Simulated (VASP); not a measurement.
Input:

```
CELL_PARAMETERS angstrom
      2.75849     0.00000     0.00000
     -1.37924     2.38892     0.00000
      0.00000     0.00000     4.96437
ATOMIC_POSITIONS crystal
  W  0.33333 0.66667 0.25000
  W  0.66667 0.33333 0.75000
```

The numbers are results of r2SCAN meta-GGA, VASP's PBE PAW potentials (set 64) (plane waves; VASP), not measurements. Run with 400 eV cut-off, 17×17×8 Γ-centred mesh, tetrahedra with Blöchl corrections, potentials W_sv.

Unless said otherwise, spin-orbit coupling is left out, though it shifts the bands of the heavy elements here.

**Question.** Estimate the energy per atom (σ→0), band gap (over mesh and band path) with the smallest direct gap where there is one.

**Answer.** 
- band gap (over mesh and band path): none (metal, semimetal or under 0.01 eV)
- energy per atom (σ→0): -50.782 eV/atom

The absolute energy has meaning only against runs of the same code, potentials and settings.

The structure was generated: W was put into the hcp type (P6_3/mmc), which need not be its known phase. It was relaxed first.
